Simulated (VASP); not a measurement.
Given:

```yaml
crystal:
  lattice:
    - [4.10636, 0.00000, 0.00000]
    - [0.00000, 4.10636, 0.00000]
    - [0.00000, 0.00000, 4.10636]
  atoms:
    - { symbol: Sc, position: [0.00000, 0.00000, 0.00000] }
    - { symbol: Al, position: [0.00000, 0.50000, 0.50000] }
    - { symbol: Al, position: [0.50000, 0.00000, 0.50000] }
    - { symbol: Al, position: [0.50000, 0.50000, 0.00000] }
```

These are PBE GGA, VASP's PBE PAW potentials (set 64) (plane waves; VASP 6.6.1) values and carry that method's errors. Settings: 500 eV cut-off, 8×8×8 Γ-centred mesh, first-order Methfessel-Paxton smearing of 0.10 eV, potentials Sc_sv Al.

Predict the energy per atom (σ→0), band gap (on the k-mesh) with the smallest direct gap where there is one.

| Quantity | Value |
|---|---|
| band gap (on the k-mesh) | none (metal, semimetal or under 0.01 eV) |
| energy per atom (σ→0) | -4.824 eV/atom |

The absolute energy has meaning only against runs of the same code, potentials and settings.

The compound is Al3Sc in the L1_2 structure. It was relaxed first.
